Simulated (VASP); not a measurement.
Shape and ions are relaxed at each volume.

Consider the following.

```cif
data_Tc2
_chemical_formula_sum 'Tc2'
_space_group_name_H-M_alt 'P 1'
_space_group_IT_number 1
_cell_length_a 2.73212
_cell_length_b 2.73212
_cell_length_c 4.36709
_cell_angle_alpha 90.000
_cell_angle_beta 90.000
_cell_angle_gamma 120.000
loop_
_space_group_symop_operation_xyz
  'x, y, z'
loop_
_atom_site_label
_atom_site_type_symbol
_atom_site_fract_x
_atom_site_fract_y
_atom_site_fract_z
_atom_site_occupancy
Tc1 Tc 0.33333 0.66667 0.25000 1
Tc2 Tc 0.66667 0.33333 0.75000 1
```

All values below come from PBE GGA with D4 dispersion, VASP's PBE PAW potentials (set 64) (plane waves; VASP). Run with 520 eV cut-off, 15×15×8 Γ-centred mesh, first-order Methfessel-Paxton smearing of 0.10 eV, potentials Tc_pv.

### Question
Give the energy at these volumes per atom, relative to the lowest: 13.26, 13.68, 14.11, 14.53, 14.95 Å³.

### Answer
57.5, 13.8, 0.0, 11.5, 44.5 meV/atom. A third-order Birch-Murnaghan fit gives B0 = 318 GPa and B0′ = 4.4.

Measured: bulk modulus 303 GPa at 0 K (computed value off by +4.9 %), as given by Vázquez-Parga, Fernández-Martínez, Viñes, J. Chem. Theory Comput. (2023), doi:10.1021/acs.jctc.3c00612, Supporting … [zero-point energy and finite temperature contributions removed].

The compound is Tc in the hcp structure. It was relaxed first.
